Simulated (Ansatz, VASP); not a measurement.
# Cross-check of Ti9Al44O84 (glassy 29TiO2-71Al2O3 (mol %)) between VASP and Ansatz

Aim: how closely do two programs agree when they are given the same cell, functional and k mesh? The cell is taken from a series of runs on this material, whose earlier steps may have relaxed, scaled, displaced or heated it; both programs get it as it stands.

Method: plane waves, with VASP 6.6.1 beside it; LDA, in Ansatz 0.2.0.

## (1) The starting structure

The cell holds 137 atoms: 9 Ti, 44 Al and 84 O. Its edges and angles: a = 11.331 Å, b = 11.331 Å, c = 11.331 Å, α = 90.0°, β = 90.0°, γ = 90.0°. As first built, before any earlier steps moved the atoms or strained the cell (in the runner's words): 137 atoms (9 Ti, 44 Al, 84 O) placed at random at 3.12 g/cm^3, melted at 4000 K for 10 ps at fixed volume with the Morse and Coulomb pair potential with partial charges (Pedone, Malavasi, Menziani, Cormack and Segre, J. Phys. Chem. B 110, 11780 (2006)). Quenched from 4000 K to 300 K at 100 K/ps and fixed volume, held 10 ps at zero pressure.

## (2) Ansatz: single point, LDA

Ansatz runs on its PAW soft_1 files.

A single point takes one fixed geometry, so differences don't come from the geometry; what else differs is listed under the comparison.

input.yaml reads:

```yaml
crystal:
  lattice:
    - [11.33062, 0.0, 0.0]
    - [0.0, 11.33062, 0.0]
    - [0.0, 0.0, 11.33062]
  atoms:
    - { symbol: Ti, position: [0.17107, 0.92915, 0.43017] }
    - { symbol: Ti, position: [0.82775, 0.66398, 0.03983] }
    - { symbol: Ti, position: [0.37312, 0.63028, 0.19924] }
    - { symbol: Ti, position: [0.22631, 0.96191, 0.09328] }
    - { symbol: Ti, position: [0.12655, 0.8974, 0.84465] }
    - { symbol: Ti, position: [0.9439, 0.03881, 0.63696] }
    - { symbol: Ti, position: [0.56061, 0.28162, 0.88627] }
    - { symbol: Ti, position: [0.89269, 0.59922, 0.33359] }
    - { symbol: Ti, position: [0.01922, 0.63494, 0.86387] }
    - { symbol: Al, position: [0.56906, 0.56757, 0.43521] }
    - { symbol: Al, position: [0.28665, 0.33543, 0.42642] }
    - { symbol: Al, position: [0.70373, 0.91852, 0.0632] }
    - { symbol: Al, position: [0.4903, 0.11952, 0.51142] }
    - { symbol: Al, position: [0.20627, 0.13998, 0.61403] }
    - { symbol: Al, position: [0.91982, 0.01371, 0.04707] }
    - { symbol: Al, position: [0.10907, 0.11348, 0.2705] }
    - { symbol: Al, position: [0.36267, 0.04883, 0.85192] }
    - { symbol: Al, position: [0.68814, 0.73842, 0.29301] }
    - { symbol: Al, position: [0.17645, 0.46291, 0.04394] }
    - { symbol: Al, position: [0.93803, 0.32588, 0.2276] }
    - { symbol: Al, position: [0.79762, 0.1637, 0.40465] }
    - { symbol: Al, position: [0.56541, 0.30409, 0.3449] }
    - { symbol: Al, position: [0.89397, 0.91357, 0.31602] }
    - { symbol: Al, position: [0.08513, 0.22915, 0.06598] }
    - { symbol: Al, position: [0.37694, 0.10039, 0.29136] }
    - { symbol: Al, position: [0.71637, 0.25615, 0.14495] }
    - { symbol: Al, position: [0.31535, 0.57345, 0.54368] }
    - { symbol: Al, position: [0.4712, 0.8581, 0.14853] }
    - { symbol: Al, position: [0.1104, 0.6922, 0.14591] }
    - { symbol: Al, position: [0.51173, 0.10875, 0.07073] }
[... 101 atom lines left out ...]
    - { symbol: O, position: [0.37905, 0.56803, 0.89798] }
    - { symbol: O, position: [0.81356, 0.07117, 0.72134] }
    - { symbol: O, position: [0.779, 0.01573, 0.34959] }
    - { symbol: O, position: [0.42615, 0.24229, 0.40026] }
    - { symbol: O, position: [0.62937, 0.82757, 0.41755] }
    - { symbol: O, position: [0.61568, 0.23868, 0.02465] }
kpoints:
  mp_grid: { grid: [1, 1, 1] }
hamiltonian:
  xc: lda
  pseudopotentials: { kind: paw, azcp: { folder: soft_1 }, xc_functional: pbe }
scf:
  occupations: { method: fixed }
output:
  forces: true
```

Command:

```bash
ansatz run input.yaml --threads 4 --pin off --max-ram 8192MiB --backend cpu --events-out ev --progress --plain --runs-dir out
```

Numbers of over 12 decimals in the logs are rounded to 6 here.

What it wrote:

```text
Engine: ansatz 0.2.0, aarch64-unknown-linux-gnu
Pseudopotentials: kind: paw
Pseudopotential: Ti, paw, valence charge 12, recommended cutoff 420 eV (normal), soft_1/Ti.paw.azcp
Pseudopotential: Al, paw, valence charge 3, recommended cutoff 420 eV (normal), soft_1/Al.paw.azcp
Pseudopotential: O, paw, valence charge 6, recommended cutoff 420 eV (normal), soft_1/O.paw.azcp
Functional definition: SPW92
  exchange = slater_x
  correlation = pw_c
Crystal: 137 atoms, lattice volume = 1454.658 Å³
Basis set: ecut = 420 eV, 28425 PW (Γ)
Bands: 509, of which v1, the nominal top of the filled ones, is band 372 counted from 1 (371 counted from 0)
Symmetry: 1 space group operations
Space group: P1 (ITA 1), of the structure as read, at distance tolerance 1.1e-4 Å
k-points: 1
Non-local potential: Ti, projectors of the file, l = 0: 3, l = 1: 2, l = 2: 3, l = 3: 1
Non-local potential: Al, projectors of the file, l = 0: 2, l = 1: 2, l = 2: 1
Non-local potential: O, projectors of the file, l = 0: 2, l = 1: 2, l = 2: 1
PAW form: soft (Blöchl's): semilocal exchange-correlation on the pseudo side does not see the compensation charge
PAW frozen core: Ti, regenerated for the run's functional, and the local potential with it (the file was generated under x = pbe(κ = 0.804, μ = 0.219515), c = pbe(β = 0.066725))
PAW frozen core: Al, regenerated for the run's functional, and the local potential with it (the file was generated under x = pbe(κ = 0.804, μ = 0.219515), c = pbe(β = 0.066725))
PAW frozen core: O, regenerated for the run's functional, and the local potential with it (the file was generated under x = pbe(κ = 0.804, μ = 0.219515), c = pbe(β = 0.066725))
PAW one-centre angular grid: Ti, 590 points (default); XC on 64 Gauss nodes
PAW one-centre angular grid: Al, 110 points (default); XC on 64 Gauss nodes
PAW one-centre angular grid: O, 110 points (default); XC on 64 Gauss nodes
Initial density: superposition of atomic densities (chi_scale 0.1, normalization cell, long waves kept (reshape's long-wave potential 0.88 eV rms))
Initial wavefunctions: pseudopotential atomic-orbital guess
Functional: x = slater, c = lda
SCF iter   1: F=—  HF=-91521.894931 eV  |F-HF|=—  |Δ(HF+E_count)|=         —  Δρ=1.33e-1  dr2=5.61e2  ethr=3.10e-3  ⟨swp⟩=4.0  Hψ=1468  notcnv=0  defer=134
preconditioner: auto → Resta (q_TF=auto, 2.440 Å⁻¹)  ε∞=4.3  [insulator: Δε(μ)=0.029 eV  Ē_g=13.968 eV  n_scr=364 (ndim 8)  ℏωp=25.2 eV  f_vac=0.004  ε∞_Penn≈4.3]
SCF iter   2: F=—  HF=-91486.928364 eV  |F-HF|=—  |Δ(HF+E_count)|=    3.50e1  Δρ=8.56e-2  dr2=1.27e2  ethr=3.10e-3  ⟨swp⟩=3.0  Hψ=1271  notcnv=0  defer=129
SCF iter   3: F=—  HF=-91455.274259 eV  |F-HF|=—  |Δ(HF+E_count)|=    3.17e1  Δρ=4.00e-2  dr2=3.17e1  ethr=3.10e-3  ⟨swp⟩=4.0  Hψ=872  notcnv=0  defer=109
automatic band count: iteration 3 solves 488 bands in place of 509: the levels show a gap, and the empty bands left out lie too high to hold charge; the band table lists the bands solved (type scf.n_extra_bands for more)
SCF iter   4: F=—  HF=-91448.722691 eV  |F-HF|=—  |Δ(HF+E_count)|=    6.55e0  Δρ=3.14e-2  dr2=1.73e1  ethr=3.10e-3  ⟨swp⟩=7.0  Hψ=1397  notcnv=0  defer=114
SCF iter   5: F=—  HF=-91445.938123 eV  |F-HF|=—  |Δ(HF+E_count)|=    2.78e0  Δρ=1.04e-2  dr2=1.42e0  ethr=2.33e-3  ⟨swp⟩=7.0  Hψ=886  notcnv=0  defer=112
SCF iter   6: F=—  HF=-91445.654777 eV  |F-HF|=—  |Δ(HF+E_count)|=   2.83e-1  Δρ=3.99e-3  dr2=2.53e-1  ethr=1.90e-4  ⟨swp⟩=6.0  Hψ=787  notcnv=0  defer=113
SCF iter   7: F=—  HF=-91445.621592 eV  |F-HF|=—  |Δ(HF+E_count)|=   3.32e-2  Δρ=1.52e-3  dr2=3.76e-2  ethr=3.40e-5  ⟨swp⟩=4.0  Hψ=870  notcnv=0  defer=114
SCF iter   8: F=—  HF=-91445.620102 eV  |F-HF|=—  |Δ(HF+E_count)|=   1.49e-3  Δρ=8.70e-4  dr2=1.26e-2  ethr=5.05e-6  ⟨swp⟩=4.0  Hψ=750  notcnv=0  defer=114
SCF iter   9: F=—  HF=-91445.619489 eV  |F-HF|=—  |Δ(HF+E_count)|=   6.14e-4  Δρ=3.03e-4  dr2=1.73e-3  ethr=1.69e-6  ⟨swp⟩=3.0  Hψ=647  notcnv=0  defer=114
SCF iter  10: F=—  HF=-91445.619548 eV  |F-HF|=—  |Δ(HF+E_count)|=   5.92e-5  Δρ=1.36e-4  dr2=3.50e-4  ethr=2.33e-7  ⟨swp⟩=2.0  Hψ=744  notcnv=0  defer=114
SCF iter  11: F=—  HF=-91445.619622 eV  |F-HF|=—  |Δ(HF+E_count)|=   7.37e-5  Δρ=8.10e-5  dr2=1.11e-4  ethr=4.71e-8  ⟨swp⟩=2.0  Hψ=742  notcnv=0  defer=114
SCF iter  12: F=—  HF=-91445.619588 eV  |F-HF|=—  |Δ(HF+E_count)|=   3.35e-5  Δρ=3.24e-5  dr2=1.85e-5  ethr=1.49e-8  ⟨swp⟩=2.0  Hψ=659  notcnv=0  defer=113
SCF iter  13: F=—  HF=-91445.617073 eV  |F-HF|=—  |Δ(HF+E_count)|=   2.52e-3  Δρ=1.53e-5  dr2=4.17e-6  ethr=2.49e-9  ⟨swp⟩=2.0  Hψ=835  notcnv=0  defer=112
SCF iter  14: F=—  HF=-91445.617073 eV  |F-HF|=—  |Δ(HF+E_count)|=   1.90e-7  Δρ=7.37e-6  dr2=1.04e-6  ethr=5.60e-10  ⟨swp⟩=2.0  Hψ=725  notcnv=0  defer=112
SCF iter  15: F=—  HF=-91445.617073 eV  |F-HF|=—  |Δ(HF+E_count)|=   8.85e-8  Δρ=4.94e-6  dr2=4.07e-7  ethr=1.40e-10  ⟨swp⟩=2.0  Hψ=725  notcnv=0  defer=112
SCF iter  16: F=-91445.617073 eV  HF=-91445.617073 eV  |F-HF|=3.18e-8  |Δ(HF+E_count)|=   1.55e-8  Δρ=2.26e-6  dr2=7.92e-8  ethr=1.34e-11  ⟨swp⟩=2.0  Hψ=1610  notcnv=0
SCF 1 converged in 16 iterations: F = -91445.617073 eV  dr2 = 7.92e-8
  greatest PAW one-centre occupation: 0.998 electrons in one spin orbital (limit 2), on the Ti atom at site 6 (counted from 0), in its partial waves of l = 0
SCF converged after 16 iterations
Free energy (F): -91445.617073 eV
Harris-Foulkes:  -91445.617073 eV  (|F-HF|=3.18e-8)
Internal energy: -91445.617073 eV  (E = F + TS)
E sigma→0 (E₀):  -91445.617073 eV
Fermi energy:    5.971889 eV
--- Per-component energies (eV) ---
  E_band       = -2927.455785
  E_kinetic    = 17931.491663
  E_local      = -47008.906440  (includes V_loc(G=0)·N_el)
  E_nonlocal   = 5608.444851
  E_hartree    = 18186.540321
  E_xc         = -8676.246793
  E_vxc        = -10310.072763  (∫ρ·V_xc dr)
  E_paw        = -41328.979436  (= ΣΔE_a)
  E_vpaw       = -5521.555496  (= ΣTr[D̂ρ^β])
  E_aug_tail   = 0.067016  (compensation charges beyond the density's cutoff)
  E_ewald      = -36171.554744
  E_core_change = 13.526489  (= ΣΔE_core)
  E_smearing   = -0.000000  (= −TS)
  E_closure    = 0.000000  (closes the sum)
  Σ components = -91445.617073   (vs F -91445.617073, Δ=0.00e0)
--- Forces (eV/Å), atoms counted from 1 ---
  atom   1  Ti     0.12627447     1.06246218    -0.58088023
  atom   2  Ti    -0.63622099     0.99065243     0.08082185
  atom   3  Ti    -0.16767898    -0.70381839     1.24161783
  atom   4  Ti    -1.23346303    -0.13767163    -1.37108918
  atom   5  Ti     0.63539858    -0.85184458     0.45999867
  atom   6  Ti     0.20121157    -0.09811719    -2.91747466
  atom   7  Ti     1.52103402    -0.21791422    -0.54834310
  atom   8  Ti    -1.47888876    -0.03981656    -1.26199925
  atom   9  Ti     0.10799043     0.05802584     2.13344087
  atom  10  Al     3.01082759     1.08121080    -1.73316498
  atom  11  Al     1.74659069    -1.07972294    -1.08387473
  atom  12  Al    -0.69082079     1.37554289     2.80736377
  atom  13  Al     0.43674289     0.02120137    -1.44408492
  atom  14  Al     0.25063903    -0.10602943     1.25489116
  atom  15  Al     2.41841289    -1.03876713     2.82939001
  atom  16  Al    -1.97108646    -0.78442969     0.12784926
  atom  17  Al    -0.16646856    -0.15428849     0.34278509
  atom  18  Al     0.80844846     0.41545155     0.19018239
  atom  19  Al    -0.64966339    -1.74071534     1.22240051
  atom  20  Al     0.86868034    -2.11066061    -1.25065463
  atom  21  Al    -0.59829081    -0.46769526    -1.37517596
  atom  22  Al     0.05737727    -0.17551071     1.46520882
  atom  23  Al     0.71063045     1.49915346    -1.40998751
  atom  24  Al     0.48307364    -3.68828489    -1.65210264
[...]
atom 130  O     -1.11333348    -0.49931867    -0.37166183
  atom 131  O      1.52649315     0.59072473    -0.62111808
  atom 132  O     -0.02412377     1.66590805     0.37672268
  atom 133  O     -0.57873611     1.12969535     0.07021053
  atom 134  O      0.24684273    -0.30865823     1.68186828
  atom 135  O     -0.76564462    -1.36234959     0.23032116
  atom 136  O     -1.45378644     0.42146607    -0.27962286
  atom 137  O     -0.63108482    -0.35474381     0.87201045
  max |Σ_I F_I| component: 3.02e-5 eV/Å
```

In the SCF lines HF is the Harris–Foulkes energy and dr2 the Hartree energy of the density residual, in eV; the loop may stop once dr2 is under the threshold and the program's other checks hold. Hψ counts applications of the Hamiltonian.

## (3) VASP: single point, LDA

The same cell, functional (in two slightly different forms) and mesh now go to VASP, with its own data sets.

Lines of VASP's logs that name or quote its potential files are left out, and so is its time.

INCAR reads:

```
SYSTEM = Ti9Al44O84
PREC = Accurate
ENCUT = 520
EDIFF = 1E-06
NELM = 120
ISMEAR = 0
SIGMA = 0.01
LREAL = Auto
ALGO = Normal
GGA = PW92
NBANDS = 467
LASPH = .TRUE.
LORBIT = 11
LWAVE = .FALSE.
LCHARG = .FALSE.
ISIF = 2
GGA_COMPAT = .FALSE.
EFERMI = MIDGAP
```

POSCAR reads:

```
Ti9Al44O84
1.0
   11.3306200000      0.0000000000      0.0000000000
    0.0000000000     11.3306200000      0.0000000000
    0.0000000000      0.0000000000     11.3306200000
Ti Al O
9 44 84
Direct
    0.1710700000      0.9291500000      0.4301700000
    0.8277500000      0.6639800000      0.0398300000
    0.3731200000      0.6302800000      0.1992400000
    0.2263100000      0.9619100000      0.0932800000
    0.1265500000      0.8974000000      0.8446500000
    0.9439000000      0.0388100000      0.6369600000
    0.5606100000      0.2816200000      0.8862700000
    0.8926900000      0.5992200000      0.3335900000
    0.0192200000      0.6349400000      0.8638700000
    0.5690600000      0.5675700000      0.4352100000
    0.2866500000      0.3354300000      0.4264200000
    0.7037300000      0.9185200000      0.0632000000
    0.4903000000      0.1195200000      0.5114200000
    0.2062700000      0.1399800000      0.6140300000
    0.9198200000      0.0137100000      0.0470700000
    0.1090700000      0.1134800000      0.2705000000
    0.3626700000      0.0488300000      0.8519200000
    0.6881400000      0.7384200000      0.2930100000
    0.1764500000      0.4629100000      0.0439400000
    0.9380300000      0.3258800000      0.2276000000
    0.7976200000      0.1637000000      0.4046500000
    0.5654100000      0.3040900000      0.3449000000
    0.8939700000      0.9135700000      0.3160200000
    0.0851300000      0.2291500000      0.0659800000
    0.3769400000      0.1003900000      0.2913600000
    0.7163700000      0.2561500000      0.1449500000
    0.3153500000      0.5734500000      0.5436800000
    0.4712000000      0.8581000000      0.1485300000
    0.1104000000      0.6922000000      0.1459100000
    0.5117300000      0.1087500000      0.0707300000
[... 101 atom lines left out ...]
    0.3790500000      0.5680300000      0.8979800000
    0.8135600000      0.0711700000      0.7213400000
    0.7790000000      0.0157300000      0.3495900000
    0.4261500000      0.2422900000      0.4002600000
    0.6293700000      0.8275700000      0.4175500000
    0.6156800000      0.2386800000      0.0246500000
```

KPOINTS reads:

```
Automatic mesh
0
Gamma
1 1 1
0 0 0
```

The projector-augmented-wave data sets are Ti_sv, Al and O (LDA family, release 64).

Command:

```bash
export OMP_NUM_THREADS=3
mpirun -np 1 vasp_gam
```

What it wrote:

```text
[banner, memory and clock lines left out]
running    1 mpi-ranks, on    1 nodes
[...]
Offloading initialized ...    1 GPUs detected
[...]
|                                                                             |
|               ----> ADVICE to this user running VASP <----                  |
|                                                                             |
|     You enforced a specific xc type in the INCAR file but a different       |
|     [... a line on the potential file left out ...]
|     I HOPE YOU KNOW WHAT YOU ARE DOING!                                     |
|                                                                             |

 LDA part: xc-table for (Slater(with rela. corr.)+PW92), standard interpolation
 POSCAR, INCAR and KPOINTS ok, starting setup
[...]
entering main loop
       N       E                     dE             d eps       ncg     rms          rms(c)
DAV:   1     0.895092978304E+04    0.89509E+04   -0.42635E+05   934   0.170E+03
DAV:   2     0.338778240393E+01   -0.89475E+04   -0.84484E+04  1070   0.457E+02
DAV:   3    -0.125376891343E+04   -0.12572E+04   -0.12357E+04  1057   0.184E+02
DAV:   4    -0.133582212122E+04   -0.82053E+02   -0.81697E+02  1332   0.474E+01
[...]
DAV:  18    -0.113871012695E+04    0.67909E-05   -0.26657E-05  1340   0.166E-02    0.904E-03
DAV:  19    -0.113871012541E+04    0.15360E-05   -0.11179E-05  1100   0.930E-03    0.608E-03
DAV:  20    -0.113871012488E+04    0.53328E-06   -0.18738E-06   692   0.369E-03
   1 F= -.11387101E+04 E0= -.11387101E+04  d E =0.000000E+00
```

From OUTCAR (step 3):

```text
  Total        1.0444179     17.4708714     26.6932139     -8.1626461     11.3458983     -5.1558747
  in kB        1.1503338     19.2426165     29.4002095     -8.9904313     12.4965014     -5.6787391
  external PRESSURE =      16.5977199 kB  Pullay stress =       0.0000000 kB

 POSITION                                       TOTAL-FORCE (eV/Angst)
 -----------------------------------------------------------------------------------
      1.93833     10.52785      4.87409         0.169246      1.159813     -0.672249
      9.37892      7.52331      0.45130        -0.698500      1.028420      0.106969
      4.22768      7.14146      2.25751        -0.143859     -0.704729      1.214786
[...]
5.11974      7.24899      5.49467        -2.113019      1.446383      0.547472
      6.27104     10.97280      0.17494         0.291960     -1.089786      0.143824
      2.44016      4.37407      8.83256        -1.541356     -1.732859      0.173198
      5.08983     11.12168      8.53286         0.731601     -0.298047     -0.394539
      2.55823      6.69730      1.20478         0.332153      1.167089      0.983541
      7.23030      4.18621      2.55381        -0.430204     -0.037117     -0.618448
      0.46988      2.70349      3.70398        -0.523418      1.088718      0.826832
      9.31898      3.89093      0.73082         0.301813     -0.867048      1.395970
      3.47476      6.84256      7.82436        -0.140405     -0.632808      0.857797
      0.48370     11.01393      3.46751        -0.392574      0.265571      0.712909
[...]
-----------------------------------------------------------------------------------
    total drift:                               -0.070982      0.016592     -0.025491

  FREE ENERGIE OF THE ION-ELECTRON SYSTEM (eV)
  ---------------------------------------------------
  free  energy   TOTEN  =     -1138.7101248793 eV

  energy  without entropy=    -1138.7101248793  energy(sigma->0) =    -1138.71012488

[... 3 further parts left out ...]
[key lines of the parts left out:]
E-fermi :   5.2617
```

The run ends at a pressure of 1.66 GPa, with forces up to 4.2 eV/Å.

## (4) Side by side

Known differences besides the potentials themselves: the two LDA forms differ slightly; fixed occupations in Ansatz, narrow Gaussian smearing in VASP; the cutoff is 420 eV in Ansatz and 520 eV in VASP (PREC = Accurate, projectors in real space); VASP's log shows a relativistic correction to its local exchange, Ansatz's none. Total energies have different zeros and are not compared.

Compared:

```csv
quantity,Ansatz,VASP,difference
gap on the k mesh (eV),2.169,2.144,+0.024
```

Forces on 8 of the 137 atoms, those with the largest forces and the largest differences (eV/Å; atoms numbered as in POSCAR):

```csv
atom,"Ansatz x, y, z","VASP x, y, z"
Ti6,"0.201, -0.098, -2.917","0.262, -0.011, -3.023"
Ti8,"-1.479, -0.040, -1.262","-1.533, 0.109, -1.271"
Al10,"3.011, 1.081, -1.733","3.104, 1.150, -1.765"
Al12,"-0.691, 1.376, 2.807","-0.692, 1.430, 2.854"
Al15,"2.418, -1.039, 2.829","2.441, -1.064, 2.841"
Al24,"0.483, -3.688, -1.652","0.547, -3.807, -1.679"
Al27,"3.153, -0.117, -0.465","3.209, -0.094, -0.507"
O103,"-0.744, 3.539, 1.656","-0.757, 3.717, 1.729"
```

The forces differ by 40 meV/Å r.m.s., which is 3.9 % of the r.m.s. force of 1.034 eV/Å (both taken over all components). A gap on the mesh is an upper bound, since the band edges may lie between its points.

## (5) What came out

```json
{"r.m.s. force difference (single point, LDA)": "3.9 % of the r.m.s. force"}
```

In words: The r.m.s. force difference is 3.9 % of the r.m.s. force (single point, LDA), beyond the 3 % picked in this series as the mark of a large difference. What causes the difference of the single point, LDA pair stays open here. How closely two codes agree says nothing of how well the functional describes the real material.

[Lines on the potential files, build, host, timing and source positions are cut from VASP's logs without a mark.]

[Logs are printed without paths, hosts, clocks, repeated set-up lines and the standing remarks that a program may print on its own settings, such as how far it seeks lower states.]

[Hosts, paths, dates, database ids (printed as entryN), source tags and the programs' standing remarks are cut or masked in the printed files.]
